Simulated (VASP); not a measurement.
Set up this calculation in VASP 6.6.1, as the native input.

- Task: single point
- Functional: PBE
- Potentials or basis: VASP PAW PBE potentials, release 64 (Re, C)
- Cutoff: 520 eV
- k mesh: 10 × 10 × 10
- Occupations: gaussian, width 0.1 eV
- Spin: no spin polarisation
- Dipole correction: no
- Further INCAR settings: ALGO = Normal; EDIFF = 1e-06; NBANDS = 24

The structure of ReC6 lies in POSCAR:

```
ReC6
1.0
    3.8489171462      0.0000000000      0.0000000000
    0.0000000000      3.8489171462      0.0000000000
    0.0000000000      0.0000000000      3.8489171462
Re C
1 6
Direct
    0.0000000000      0.0000000000      0.0000000000
    0.8234204642      0.5000000000      0.5000000000
    0.1765795358      0.5000000000      0.5000000000
    0.5000000000      0.5000000000      0.8234204642
    0.5000000000      0.5000000000      0.1765795358
    0.5000000000      0.1765795358      0.5000000000
    0.5000000000      0.8234204642      0.5000000000
```

The cell was built by a generator and needn't be a form met in nature.

One way to write it, as run:

INCAR

```
SYSTEM = ReC6
PREC = Accurate
ENCUT = 520
EDIFF = 1E-6
ISMEAR = 0
SIGMA = 0.1
LREAL = .FALSE.
LASPH = .TRUE.
NELM = 80
ALGO = Normal
ISIF = 2
LWAVE = .FALSE.
LCHARG = .FALSE.
GGA = PE
NBANDS = 24
```

KPOINTS

```
Automatic mesh
0
G
  10 10 10
  0 0 0
```

Potentials or basis: VASP PAW PBE potentials, release 64 (Re, C).

The run is started by

```sh
$ cat potpaw_PBE.64/Re/POTCAR potpaw_PBE.64/C/POTCAR > POTCAR
$ mpirun -np 1 vasp_std > vasp.out
```

It gave:

The pressure is 0.1 GPa and the largest force is 0.042 eV/Å. The band gap on the k mesh is none (metal or under the smearing width).

It took 43 s on 1 thread of Intel(R) Xeon(R) 6975P-C (Granite Rapids) (shared host), peak memory 0.21 GiB.
